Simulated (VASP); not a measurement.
Input:

```
ZnS
1.0
    0.00000     2.70500     2.70500
    2.70500     0.00000     2.70500
    2.70500     2.70500     0.00000
Zn S
1 1
Cartesian
  0.00000   0.00000   0.00000
  1.35250   1.35250   1.35250
```

Computed with PBE GGA, VASP's PBE PAW potentials (set 64) (plane waves; VASP). Numerical set-up: 400 eV cut-off, 8×8×8 Γ-centred mesh, Gaussian smearing of 0.050 eV, potentials Zn S.

Problem. Give the stress tensor in GPa (positive for a compressed cell).

Solution. 
```
1.26  0.00  0.00
0.00  1.26  0.00
0.00  0.00  1.26
```
The pressure is its mean diagonal, 1.26 GPa.

The compound is ZnS in the zinc blende structure. The cell was not relaxed at this level.
